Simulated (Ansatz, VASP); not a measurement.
# Two plane-wave programs on Ga2Te3O

The input INCAR:

```
SYSTEM = Ga2Te3O
PREC     = Accurate       ! precision mode
ENCUT    = 520            ! plane-wave cutoff, eV
EDIFF    = 1E-6           ! SCF threshold, eV
ISMEAR   = 0              ! smearing method
SIGMA    = 0.1            ! smearing width, eV
LREAL    = .FALSE.        ! projectors in reciprocal space
LASPH    = .TRUE.         ! aspherical terms in the spheres
NELM     = 60             ! most SCF steps
ALGO     = Normal         ! electronic algorithm
ISIF     = 2              ! what is computed and relaxed
LWAVE    = .FALSE.        ! write WAVECAR
LCHARG   = .FALSE.        ! write CHGCAR
GGA      = PE             ! functional
NBANDS   = 34             ! bands
```

KPOINTS

```
Automatic mesh
0
G
  4 4 2
  0 0 0
```

Contents of POSCAR:

```
Ga2Te3O
1.0
    3.2815926700     -3.5847578100      0.0000000000
    3.2815926700      3.5847578100      0.0000000000
    0.0000000000      0.0000000000      7.7520481700
Ga Te O
2 3 1
Direct
    0.7765157700      0.2234842300      0.0000000000
    0.2234842300      0.7765157700      0.0000000000
    0.5000000000      0.5000000000      0.2451937900
    0.5000000000      0.5000000000      0.7548062100
    0.0000000000      0.0000000000      0.5000000000
    0.5000000000      0.5000000000      0.5000000000
```

Input for Ansatz:

```yaml
crystal:
  lattice:
    - [3.28159267, -3.58475781, 0.0]
    - [3.28159267, 3.58475781, 0.0]
    - [0.0, 0.0, 7.75204817]
  atoms:
    - { symbol: Ga, position: [0.77651577, 0.22348423, 0.0] }
    - { symbol: Ga, position: [0.22348423, 0.77651577, 0.0] }
    - { symbol: Te, position: [0.5, 0.5, 0.24519379] }
    - { symbol: Te, position: [0.5, 0.5, 0.75480621] }
    - { symbol: Te, position: [0.0, 0.0, 0.5] }
    - { symbol: O, position: [0.5, 0.5, 0.5] }
basis:
  ecutwfc: 420
kpoints:
  mp_grid: { grid: [4, 4, 2] }
hamiltonian:
  xc: pbe
scf:
  occupations: { method: gaussian, width: 0.1 }
  lower_state_search: "off"
output:
  forces: true
  stress: true
  eigenvalues: true
```

Alike in both runs: task single point; functional PBE; k mesh 4 × 4 × 2; occupations gaussian, width 0.1 eV; no spin polarisation.

|  | VASP | Ansatz |
| --- | --- | --- |
| version | VASP 6.6.1 | Ansatz 0.2.0 |
| potentials or method | VASP PAW PBE potentials, release 64 (Ga_d, Te, O) | scalar-relativistic, plane waves, PAW |
| plane-wave cutoff (eV) | 520 | 420 |
| valence electrons in the cell | 50 | 80 |

|  | VASP | Ansatz | Ansatz less VASP |
| --- | --- | --- | --- |
| gap on the k mesh at the Fermi level (eV) | none | none | - |
| pressure (GPa) | -1.2 | -1.2 | +0.04 |
| largest component of the traceless stress (GPa) | 1.61 | 1.61 | -0.001 |
| rms of the force components (eV/Å) | 0.492 | 0.492 | -0.0002 |

Atom by atom the forces differ by 0.008 eV/Å (rms over components). A gap of «none» marks a metal or a gap that the smearing closes. The two sets of potentials don't hold the same shells in valence.

Caveats: the k mesh is coarse (spacing up to 0.41 Å⁻¹), so the values aren't converged; forces of over 1 eV/Å show positions far from the minimum, so gaps and moduli don't describe the material at rest. Spin-orbit coupling is left out, which matters for the levels of Te.
